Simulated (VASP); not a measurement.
The input files of a VASP run:

**INCAR**
```
! general
SYSTEM  = WS2
PREC    = Accurate
ENCUT   = 520
LREAL   = F
LASPH   = T

! electronic loop
EDIFF   = 1E-7
NELM    = 100
ALGO    = Normal
LMAXMIX = 6

! smearing
ISMEAR  = 0
SIGMA   = 0.05

! ions
IBRION  = 2
NSW     = 30
ISIF    = 4
EDIFFG  = -0.01

! output
LWAVE   = F
LCHARG  = F
```

**KPOINTS**
```
Automatic mesh
0
Gamma
8 8 2
0 0 0
```

### POSCAR
```
WS2
1
    1.5322505682    -2.6539358129     0.0000000000
    1.5322505682     2.6539358129     0.0000000000
    0.0000000000     0.0000000000    11.9295292699
W S
2 4
Direct
  0.3333330000   0.6666670000   0.2500000000
  0.6666670000   0.3333330000   0.7500000000
  0.3333330000   0.6666670000   0.8783979818
  0.6666670000   0.3333330000   0.3783979818
  0.6666670000   0.3333330000   0.1216020182
  0.3333330000   0.6666670000   0.6216020182
```

POTCAR, in this order: W_sv S (LDA.64 set). Program: vasp_std.

Translate this LDA calculation to Quantum ESPRESSO's pw.x.

One equivalent input (not run):
```
&CONTROL
  calculation = 'vc-relax'
  pseudo_dir = './pseudo'
  outdir = './out'
  tprnfor = .true.
  tstress = .true.
  nstep = 30
  forc_conv_thr = 0.00039
/
&SYSTEM
  ibrav = 0
  nat = 6
  ntyp = 2
  ecutwfc = 70
  occupations = 'smearing'
  smearing = 'gaussian'
  degauss = 0.003675
  input_dft = 'pz'
/
&ELECTRONS
  conv_thr = 7.3e-09
  electron_maxstep = 100
/
&IONS
/
&CELL
  cell_dofree = 'shape'
/
ATOMIC_SPECIES
  W 183.840 W.upf
  S 32.060 S.upf
CELL_PARAMETERS angstrom
     1.5322506   -2.6539358    0.0000000
     1.5322506    2.6539358    0.0000000
     0.0000000    0.0000000   11.9295293
ATOMIC_POSITIONS crystal
  W    0.3333330  0.6666670  0.2500000
  W    0.6666670  0.3333330  0.7500000
  S    0.3333330  0.6666670  0.8783980
  S    0.6666670  0.3333330  0.3783980
  S    0.6666670  0.3333330  0.1216020
  S    0.3333330  0.6666670  0.6216020
K_POINTS automatic
  8 8 2 0 0 0
```
Limits of the translation: the potentials are each code's own (VASP's PAW set, PseudoDojo norm-conserving files in pw.x), so ENCUT and ecutwfc are chosen apart and not converted; conv_thr bounds pw.x's estimated SCF error, while EDIFF bounds the energy change between steps; forc_conv_thr acts on force components and is met together with etot_conv_thr.

The compound is WS2 in the 2H layered structure. This cell is one point of a volume scan, at 0.94 of the reference volume. Symmetry was kept, so distortions that lower it aren't found.
